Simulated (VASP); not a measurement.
Level of theory: PBE GGA, VASP's PBE PAW potentials (set 64) (plane waves; VASP 6.6.1).

VASP ran on this input.

**INCAR**
```
LCHARG  =  .FALSE.
ISIF  =  2   # forces and stress, cell fixed
ENCUT  =  300   # plane-wave cut-off (eV)
NELM  =  100
LMAXMIX  =  4   # l cut-off of mixed one-centre charges
EDIFF  =  1E-6   # SCF stop (eV)
ALGO  =  Normal   # blocked Davidson
SIGMA  =  0.272   # width (eV)
GGA  =  PE   # PBE
SYSTEM  =  TiSi2
LREAL  =  .FALSE.
LWAVE  =  .FALSE.
PREC  =  Accurate
LASPH  =  .TRUE.   # aspherical one-centre terms
ISMEAR  =  0   # Gaussian
```

### POSCAR
```
TiSi2
1
    0.0000000000     4.1459260000     4.2923140000
    2.4059980000     0.0000000000     4.2923140000
    2.4059980000     4.1459260000     0.0000000000
Ti Si
2 4
Direct
  0.5000000000   0.5000000000   0.5000000000
  0.7500000000   0.7500000000   0.7500000000
  0.8374300000   0.1625700000   0.8374300000
  0.1625700000   0.8374300000   0.1625700000
  0.4125700000   0.0874300000   0.4125700000
  0.0874300000   0.4125700000   0.0874300000
```

### KPOINTS
```
Automatic
0
Gamma
  7 7 7
0 0 0
```

POTCAR, in this order: Ti_sv Si (PBE.64 set). Program: vasp_std.

The run wrote:

**OSZICAR**
```
       N       E                     dE             d eps       ncg     rms          rms(c)
DAV:   1     0.295051054995E+03    0.29505E+03   -0.14397E+04  3072   0.122E+03
DAV:   2    -0.503999160268E+01   -0.30009E+03   -0.29713E+03  3200   0.395E+02
DAV:   3    -0.420235394327E+02   -0.36984E+02   -0.36441E+02  5648   0.117E+02
DAV:   4    -0.442905461369E+02   -0.22670E+01   -0.22636E+01  4056   0.268E+01
DAV:   5    -0.444292362681E+02   -0.13869E+00   -0.13868E+00  4936   0.586E+00    0.181E+01
DAV:   6    -0.414846391202E+02    0.29446E+01   -0.46411E+01  4440   0.484E+01    0.716E+00
DAV:   7    -0.407855174161E+02    0.69912E+00   -0.97761E+00  4240   0.215E+01    0.491E+00
DAV:   8    -0.407142279446E+02    0.71289E-01   -0.10108E+00  4336   0.789E+00    0.125E+00
DAV:   9    -0.406964300355E+02    0.17798E-01   -0.22117E-01  4376   0.374E+00    0.453E-01
DAV:  10    -0.406962797209E+02    0.15031E-03   -0.52338E-03  4040   0.527E-01    0.161E-01
DAV:  11    -0.406961948542E+02    0.84867E-04   -0.30750E-03  4536   0.401E-01    0.103E-01
DAV:  12    -0.406961401440E+02    0.54710E-04   -0.76010E-04  4568   0.199E-01    0.135E-02
DAV:  13    -0.406961404101E+02   -0.26607E-06   -0.34974E-05  4456   0.492E-02    0.835E-03
DAV:  14    -0.406961383615E+02    0.20486E-05   -0.62139E-07  3024   0.641E-03    0.363E-03
DAV:  15    -0.406961375761E+02    0.78537E-06   -0.89208E-07  2928   0.684E-03
   1 F= -.40696138E+02 E0= -.40651034E+02  d E =-.902075E-01
```

### OUTCAR
```
------------------------ aborting loop because EDIFF is reached ----------------------------------------
  FORCE on cell =-STRESS in cart. coord.  units (eV):
  Direction    XX          YY          ZZ          XY          YZ          ZX
  --------------------------------------------------------------------------------------
  Total       -0.5600425     -0.9159772     -0.3638191      0.0000000      0.0000000      0.0000000
  in kB      -10.4783592    -17.1378737     -6.8070317      0.0000000      0.0000000      0.0000000
  external PRESSURE =     -11.4744215 kB  Pullay stress =       0.0000000 kB
  volume of cell :       85.63
      direct lattice vectors                 reciprocal lattice vectors
     0.000000000  4.145926000  4.292314000    -0.207813972  0.120600319  0.116487284
     2.405998000  0.000000000  4.292314000     0.207813972 -0.120600319  0.116487284
     2.405998000  4.145926000  0.000000000     0.207813972  0.120600319 -0.116487284
 POSITION                                       TOTAL-FORCE (eV/Angst)
 -----------------------------------------------------------------------------------
      2.40600      4.14593      4.29231        -0.000000     -0.000000     -0.000000
      3.60900      6.21889      6.43847         0.000000      0.000000      0.000000
      2.40600      6.94385      4.29231        -0.000000     -0.000484      0.000000
      2.40600      1.34801      4.29231        -0.000000      0.000484      0.000000
      1.20300      3.42097      2.14616         0.000000      0.000484     -0.000000
      1.20300      0.72496      2.14616         0.000000     -0.000484     -0.000000
 -----------------------------------------------------------------------------------
    total drift:                                0.000000      0.000000      0.000000
  FREE ENERGIE OF THE ION-ELECTRON SYSTEM (eV)
  ---------------------------------------------------
  free  energy   TOTEN  =       -40.6961375761 eV

  energy  without entropy=      -40.6059300915  energy(sigma->0) =      -40.65103383
```
(Selected blocks of OUTCAR.)

At this cut-off the stress carries a Pulay error, which pulls relaxed volumes low.

The structure comes from a computed database's TiSi2 entry; how it stands against other phases isn't given here. The cell was not relaxed at this level.
